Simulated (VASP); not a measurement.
Input:

```xyz
6
Lattice="0.0000 3.3650 3.3650 3.3650 0.0000 3.3650 3.3650 3.3650 0.0000" Properties=species:S:1:pos:R:3 pbc="T T T"
Co     0.0000     0.0000     0.0000
Co     1.6825     1.6825     1.6825
Ti     4.2063     4.2063     4.2063
Ti     4.2063     2.5238     2.5238
Ti     2.5238     2.5238     4.2063
Ti     2.5238     4.2063     2.5238
```
Starting moments (μB, in the order of the record's atoms Co Co Ti Ti Ti Ti): 3.0 3.0 0.0 0.0 0.0 0.0.

All values below come from LDA (Ceperley-Alder, Perdew-Zunger), VASP's LDA PAW potentials (set 64) (plane waves; VASP). Numerical set-up: 300 eV cut-off, 6×6×6 Γ-centred mesh, Fermi-Dirac smearing of 0.10 eV, potentials Co Ti_sv.

**Question.** Give the spin-up energies of bands 25 to 38 at the high-symmetry points, in eV from the Fermi level.

**Answer.** 
| band | Γ | X | U | L | W |
|---|---|---|---|---|---|
| 25 | -1.48 | -1.43 | -1.48 | -1.55 | -1.12 |
| 26 | -1.48 | -1.43 | -1.36 | -1.55 | -1.12 |
| 27 | -1.05 | -1.28 | -1.07 | -0.72 | -1.06 |
| 28 | -1.05 | -1.28 | -1.07 | -0.72 | -1.06 |
| 29 | -1.01 | -0.47 | -0.69 | -0.56 | -0.75 |
| 30 | -1.01 | -0.47 | -0.40 | -0.51 | -0.75 |
| 31 | -1.01 | -0.34 | -0.35 | -0.51 | -0.36 |
| 32 | 0.05 | -0.34 | -0.27 | -0.38 | -0.36 |
| 33 | 0.05 | 0.39 | -0.22 | -0.10 | -0.25 |
| 34 | 0.07 | 0.39 | 0.04 | -0.10 | -0.25 |
| 35 | 0.07 | 0.72 | 0.60 | 1.10 | 0.80 |
| 36 | 0.07 | 0.72 | 0.88 | 1.10 | 0.80 |
| 37 | 3.96 | 1.58 | 1.12 | 1.20 | 1.32 |
| 38 | 3.96 | 1.58 | 1.28 | 1.73 | 1.32 |

**Question.** Give the spin-down energies of bands 25 to 38 at the high-symmetry points, in eV from the Fermi level.

**Answer.** 
```csv
band,Γ,X,U,L,W
25,-1.48,-1.43,-1.48,-1.55,-1.12
26,-1.48,-1.43,-1.36,-1.55,-1.12
27,-1.05,-1.28,-1.07,-0.72,-1.06
28,-1.05,-1.28,-1.07,-0.72,-1.06
29,-1.01,-0.47,-0.69,-0.56,-0.75
30,-1.01,-0.47,-0.40,-0.51,-0.75
31,-1.01,-0.34,-0.35,-0.51,-0.36
32,0.05,-0.34,-0.27,-0.38,-0.36
33,0.05,0.39,-0.22,-0.10,-0.25
34,0.07,0.39,0.04,-0.10,-0.25
35,0.07,0.72,0.60,1.10,0.80
36,0.07,0.72,0.88,1.10,0.80
37,3.96,1.58,1.12,1.20,1.32
38,3.96,1.58,1.28,1.73,1.32
```

It has no gap at this level: it comes out as a metal or semimetal.

The structure comes from a measured Ti2Co entry of the Crystallography Open Database, whose conditions weren't checked. The cell was not relaxed at this level.
